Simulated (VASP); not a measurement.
Crystal: Ga2GeSe2.

```
Ga Ge Se
1.0
     4.38814    0.00000    0.00000
    -2.19407    3.80024    0.00000
     0.00000    0.00000    7.17360
Ga Ge Se
2 1 2
Cartesian
  0.0000 0.0000 1.4196
  0.0000 0.0000 5.7540
  0.0000 0.0000 3.5868
  0.0000 2.5335 3.5868
  2.1941 1.2667 3.5868
```

The cell was built by a generator and needn't be a form met in nature.

* Program: VASP 6.6.1
* Task: relaxation of cell and atoms
* Functional: PBE
* Potentials or basis: VASP PAW PBE potentials, release 64 (Ga_d, Ge_d, Se)
* Cutoff: 520 eV
* k mesh: 4 × 4 × 2
* Occupations: gaussian, width 0.15 eV
* Spin: no spin polarisation

At the start: pressure 25.1 GPa; volume 23.93 Å³/atom.

**Question.** How do energy, volume and symmetry change on relaxing?

**Answer.** Over 7 steps the energy falls by 693.2 meV/atom and the volume is 33.96 Å³/atom (+42.0 %); space group P6/mmm (No. 191, to 0.05 Å).

The path:
| step | energy change (eV) | largest force (eV/Å) | pressure (GPa) | volume (Å³) |
| --- | --- | --- | --- | --- |
| 1 | 0.0000 | 4.2451 | 25.06 | 119.63 |
| 2 | -2.9828 | 1.0432 | -3.23 | 196.59 |
| 3 | -3.3908 | 0.3139 | 0.35 | 167.41 |
| 4 | -3.3904 | 0.4770 | -0.36 | 170.27 |
| 5 | -3.3920 | 0.3502 | 0.29 | 169.06 |
| 6 | -3.4645 | 0.0878 | -0.04 | 169.73 |
| 7 | -3.4661 | 0.0322 | -0.02 | 169.82 |

Final structure:
```cif
data_structure
_symmetry_space_group_name_H-M 'P 1'
_symmetry_Int_Tables_number 1
_cell_length_a 5.0780
_cell_length_b 5.0780
_cell_length_c 7.6043
_cell_angle_alpha 90.000
_cell_angle_beta 90.000
_cell_angle_gamma 120.000
_cell_volume 169.82
loop_
_atom_site_label
_atom_site_type_symbol
_atom_site_fract_x
_atom_site_fract_y
_atom_site_fract_z
_atom_site_occupancy
Ga1 Ga 0.00000 0.00000 0.17999 1
Ga2 Ga 0.00000 0.00000 0.82001 1
Ge1 Ge 0.00000 0.00000 0.50000 1
Se1 Se 0.33333 0.66667 0.50000 1
Se2 Se 0.66667 0.33333 0.50000 1
```

Caveat: the k mesh is coarse (spacing up to 0.44 Å⁻¹), so the values aren't converged; the volume moved by over 15 % at a fixed basis, so the end points are rough.
